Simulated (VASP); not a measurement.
Given:

```
SnO2
1.0
    9.64691     0.00000     0.00000
    0.00000     9.64691     0.00000
    0.00000     0.00000     9.72060
Sn O
24 48
Direct
  0.25000   0.25000   0.16667
  0.00000   0.00000   0.00000
  0.25000   0.25000   0.50000
  0.00000   0.00000   0.33333
  0.25000   0.25000   0.83333
  0.00000   0.00000   0.66667
  0.25000   0.75000   0.16667
  0.00000   0.50000   0.00000
  0.25000   0.75000   0.50000
  0.00000   0.50000   0.33333
  0.25000   0.75000   0.83333
  0.00000   0.50000   0.66667
  0.75000   0.25000   0.16667
  0.50000   0.00000   0.00000
  0.75000   0.25000   0.50000
  0.50000   0.00000   0.33333
  0.75000   0.25000   0.83333
  0.50000   0.00000   0.66667
  0.75000   0.75000   0.16667
  0.50000   0.50000   0.00000
  0.75000   0.75000   0.50000
  0.50000   0.50000   0.33333
  0.75000   0.75000   0.83333
  0.50000   0.50000   0.66667
  0.09672   0.40328   0.16667
  0.40328   0.09672   0.16667
  0.34672   0.34672   0.00000
  0.15328   0.15328   0.00000
  0.09672   0.40328   0.50000
  0.40328   0.09672   0.50000
  0.34672   0.34672   0.33333
  0.15328   0.15328   0.33333
  0.09672   0.40328   0.83333
  0.40328   0.09672   0.83333
  0.34672   0.34672   0.66667
  0.15328   0.15328   0.66667
  0.09672   0.90328   0.16667
  0.40328   0.59672   0.16667
  0.34672   0.84672   0.00000
  0.15328   0.65328   0.00000
  0.09672   0.90328   0.50000
  0.40328   0.59672   0.50000
  0.34672   0.84672   0.33333
  0.15328   0.65328   0.33333
  0.09672   0.90328   0.83333
  0.40328   0.59672   0.83333
  0.34672   0.84672   0.66667
  0.15328   0.65328   0.66667
  0.59672   0.40328   0.16667
  0.90328   0.09672   0.16667
  0.84672   0.34672   0.00000
  0.65328   0.15328   0.00000
  0.59672   0.40328   0.50000
  0.90328   0.09672   0.50000
  0.84672   0.34672   0.33333
  0.65328   0.15328   0.33333
  0.59672   0.40328   0.83333
  0.90328   0.09672   0.83333
  0.84672   0.34672   0.66667
  0.65328   0.15328   0.66667
  0.59672   0.90328   0.16667
  0.90328   0.59672   0.16667
  0.84672   0.84672   0.00000
  0.65328   0.65328   0.00000
  0.59672   0.90328   0.50000
  0.90328   0.59672   0.50000
  0.84672   0.84672   0.33333
  0.65328   0.65328   0.33333
  0.59672   0.90328   0.83333
  0.90328   0.59672   0.83333
  0.84672   0.84672   0.66667
  0.65328   0.65328   0.66667
```

Calculation: PBE GGA, VASP's PBE PAW potentials (set 64) (plane waves; VASP). Numerical set-up: PREC = Normal, LREAL = Auto, 400 eV cut-off, 1×1×1 Γ-centred mesh, Gaussian smearing of 0.050 eV, potentials Sn O.

At this cut-off the stress carries a Pulay error, which pulls relaxed volumes low. The supercell is sampled at Γ alone, which is coarse: total energies, pressure and levels can be off, energies of defects by several tenths of an eV.

Question: Give the stress tensor in GPa (positive for a compressed cell).

Answer: 
```
-5.46   0.00   0.00
 0.00  -5.46   0.00
 0.00   0.00  -5.06
```
The pressure is its mean diagonal, -5.33 GPa.

The cell is a supercell, built from a database entry that may be metastable or hypothetical.
